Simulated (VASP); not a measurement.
Level of theory: PBEsol GGA, VASP's PBE PAW potentials (set 64) (plane waves; VASP).

The input files of a VASP run:

POSCAR:
```
Al2In2As4
1
   -0.0000000000     2.9440137944     2.9440137944
    2.9440137944    -0.0000000000     2.9440137944
   11.7609582577    11.7609582577     0.0150969197
In As Al
2 4 2
Direct
  0.0100902084   0.0100902084   0.9924323437
  0.9918979602   0.9918979602   0.2560765298
  0.2487077258   0.2487077258   0.0634692056
  0.2307944839   0.2307944839   0.3269041371
  0.2505746836   0.2505746836   0.5620689873
  0.2689836709   0.2689836709   0.7982622468
  0.9906168181   0.9906168181   0.5070373864
  0.0083344490   0.0083344490   0.7437491633
```

KPOINTS:
```
Regular mesh
0
G
6 6 2
```

### INCAR
```
EDIFFG = -0.02
EDIFF = 1E-6
ISMEAR = 0
ENCUT = 400   # plane-wave cut-off (eV)
LMAXMIX = 4
LCHARG = .FALSE.
PREC = Accurate
SYSTEM = Al2In2As4
NELM = 100
ISIF = 3   # ions, shape and volume
IBRION = 2
NSW = 60
GGA = PS   # PBEsol
SIGMA = 0.05   # width (eV)
LASPH = .TRUE.   # aspherical one-centre terms
LREAL = .FALSE.
ALGO = Normal   # blocked Davidson
LWAVE = .FALSE.
```

POTCAR, in this order: In_d As Al (PBE.64 set). Program: vasp_std.

Output

OUTCAR:
```
 ion  position               nearest neighbor table
   1  0.010  0.010  0.992-   3 2.59   3 2.59   3 2.59   6 2.64
   2  0.992  0.992  0.256-   4 2.59   4 2.59   4 2.59   3 2.61
   3  0.249  0.249  0.063-   1 2.59   1 2.59   1 2.59   2 2.61
   4  0.231  0.231  0.327-   7 2.44   2 2.59   2 2.59   2 2.59
   5  0.251  0.251  0.562-   8 2.47   7 2.52   7 2.52   7 2.52
   6  0.269  0.269  0.798-   8 2.52   8 2.52   8 2.52   1 2.64
   7  0.991  0.991  0.507-   4 2.44   5 2.52   5 2.52   5 2.52
   8  0.008  0.008  0.744-   5 2.47   6 2.52   6 2.52   6 2.52
  LATTYP: Found a trigonal (rhomboedric) cell.
 ALAT       =    13.7829000570
 COS(alpha) =     0.9543754633
 Subroutine PRICEL returns:
 Original cell was already a primitive cell.
 Subroutine GETGRP returns: Found  6 space group operations
The static configuration has the point symmetry C_3v.
The dynamic configuration has the point symmetry C_3v.
 Subroutine INISYM returns: Found  6 space group operations
 Subroutine IBZKPT returns following result:
 Found     22 irreducible k-points:

 Following reciprocal coordinates:
            Coordinates               Weight
  0.000000  0.000000  0.000000      1.000000
  0.166667  0.000000 -0.000000      4.000000
  0.333333  0.000000 -0.000000      4.000000
  0.500000  0.000000 -0.000000      3.000000
  0.166667  0.166667 -0.000000      2.000000
  0.333333  0.166667  0.000000      4.000000
  0.500000  0.166667  0.000000      8.000000
 -0.333333  0.166667  0.000000      4.000000
 -0.166667  0.166667  0.000000      2.000000
  0.333333  0.333333  0.000000      2.000000
 -0.333333  0.333333  0.000000      2.000000
  0.000000  0.000000  0.500000      1.000000
  0.166667  0.000000  0.500000      4.000000
  0.333333  0.000000  0.500000      4.000000
  0.500000  0.000000  0.500000      3.000000
  0.166667  0.166667  0.500000      2.000000
  0.333333  0.166667  0.500000      4.000000
...
```

**OSZICAR**
```
       N       E                     dE             d eps       ncg     rms          rms(c)
DAV:   1     0.356431904237E+03    0.35643E+03   -0.18873E+04  1364   0.134E+03
DAV:   2     0.372646693265E+01   -0.35271E+03   -0.34408E+03  1472   0.340E+02
DAV:   3    -0.365321402101E+02   -0.40259E+02   -0.39347E+02  1771   0.129E+02
DAV:   4    -0.379731224750E+02   -0.14410E+01   -0.14348E+01  1647   0.272E+01
DAV:   5    -0.380400784929E+02   -0.66956E-01   -0.66932E-01  2151   0.551E+00    0.804E+00
DAV:   6    -0.370253327174E+02    0.10147E+01   -0.19841E+00  1820   0.161E+01    0.449E+00
DAV:   7    -0.368883901838E+02    0.13694E+00   -0.11319E+00  2143   0.598E+00    0.118E+00
DAV:   8    -0.368742544934E+02    0.14136E-01   -0.11046E-01  2051   0.325E+00    0.815E-01
DAV:   9    -0.368748499814E+02   -0.59549E-03   -0.79866E-03  2008   0.929E-01    0.226E-01
DAV:  10    -0.368748722032E+02   -0.22222E-04   -0.17093E-03  1967   0.445E-01    0.852E-02
DAV:  11    -0.368749785181E+02   -0.10631E-03   -0.25188E-04  1960   0.110E-01    0.407E-02
DAV:  12    -0.368749930616E+02   -0.14543E-04   -0.27584E-05  1662   0.357E-02    0.185E-02
DAV:  13    -0.368749958441E+02   -0.27825E-05   -0.38698E-06  1440   0.116E-02    0.588E-03
DAV:  14    -0.368749956536E+02    0.19055E-06   -0.55319E-07   962   0.636E-03
   1 F= -.36874996E+02 E0= -.36874996E+02  d E =-.368750E+02
```

File OUTCAR:
```
------------------------ aborting loop because EDIFF is reached ----------------------------------------
  FORCE on cell =-STRESS in cart. coord.  units (eV):
  Direction    XX          YY          ZZ          XY          YZ          ZX
  --------------------------------------------------------------------------------------
  Total        0.0118750      0.0118750      0.0118750      0.1137871     -0.1137871     -0.1137871
  in kB        0.0933838      0.0933838      0.0933838      0.8948084     -0.8948084     -0.8948084
  external PRESSURE =       0.0933838 kB  Pullay stress =       0.0000000 kB
  volume of cell :      203.74
      direct lattice vectors                 reciprocal lattice vectors
     0.000000000  2.944013794  2.944013794    -0.169945236  0.169727086  0.169945236
     2.944013794  0.000000000  2.944013794     0.169727086 -0.169945236  0.169945236
    11.760958258 11.760958258  0.015096920     0.042540846  0.042540846 -0.042540846
 POSITION                                       TOTAL-FORCE (eV/Angst)
 -----------------------------------------------------------------------------------
     11.70166     11.70166      0.07439         0.002789      0.002789     -0.002789
      5.93187      5.93187      5.84419         0.005282      0.005282     -0.005282
      1.47866      1.47866      1.46536        -0.005784     -0.005784      0.005784
      4.52417      4.52417      1.36386        -0.002942     -0.002942      0.002942
      7.34817      7.34817      1.48388        -0.001757     -0.001757      0.001757
     10.18022     10.18022      1.59583        -0.003883     -0.003883      0.003883
      8.87964      8.87964      5.84043         0.007969      0.007969     -0.007969
      8.77174      8.77174      0.06030        -0.001673     -0.001673      0.001673
 -----------------------------------------------------------------------------------
    total drift:                                0.000004      0.000004     -0.000106
  FREE ENERGIE OF THE ION-ELECTRON SYSTEM (eV)
  ---------------------------------------------------
  free  energy   TOTEN  =       -36.8749956536 eV

  energy  without entropy=      -36.8749956535  energy(sigma->0) =      -36.87499565

 reached required accuracy - stopping structural energy minimisation
```
(Selected blocks of OUTCAR.)

OUTCAR:
```
 val. band max:        4.2408396672   @ k =   0.0000   0.0000   0.0000

 cond. band min:       4.6575053734   @ k =   0.0000   0.0000   0.0000


 Fermi energy:         4.4504721936

 k-point     1 :       0.0000    0.0000    0.0000
  band No.  band energies     occupation
      1     -10.1669      2.00000
      2     -10.1071      2.00000
      3     -10.0714      2.00000
      4     -10.0714      2.00000
      5     -10.0528      2.00000
      6     -10.0528      2.00000
      7      -9.9453      2.00000
      8      -9.9453      2.00000
      9      -9.9338      2.00000
     10      -9.9338      2.00000
     11      -7.8057      2.00000
     12      -7.2234      2.00000
     13      -7.2060      2.00000
     14      -6.3618      2.00000
     15      -1.6751      2.00000
     16       0.4219      2.00000
     17       0.4834      2.00000
     18       2.8294      2.00000
     19       2.8294      2.00000
     20       3.2522      2.00000
     21       3.2522      2.00000
     22       3.7300      2.00000
     23       3.7300      2.00000
     24       3.9570      2.00000
     25       4.2408      2.00000
     26       4.2408      2.00000
     27       4.6575      0.00000
     28       5.3035      0.00000
     29       5.7810      0.00000
     30       5.9205      0.00000
     31       7.9058      0.00000

 k-point     2 :       0.1667    0.0000   -0.0000
  band No.  band energies     occupation
      1     -10.1883      2.00000
      2     -10.1297      2.00000
      3     -10.0734      2.00000
      4     -10.0588      2.00000
      5     -10.0443      2.00000
      6     -10.0382      2.00000
      7      -9.9542      2.00000
      8      -9.9440      2.00000
      9      -9.9394      2.00000
     10      -9.9312      2.00000
     11      -7.5365      2.00000
     12      -7.1987      2.00000
     13      -6.7681      2.00000
     14      -6.2550      2.00000
     15      -1.4278      2.00000
     16      -0.3178      2.00000
     17       0.8685      2.00000
...
```

Unless said otherwise, spin-orbit coupling is left out, though it shifts the bands of the heavy elements here.

The structure was generated: Al2In2As4 was put into an ordered model structure (R3m), which need not be its known phase. It was relaxed first. The start is the result of an earlier pass.
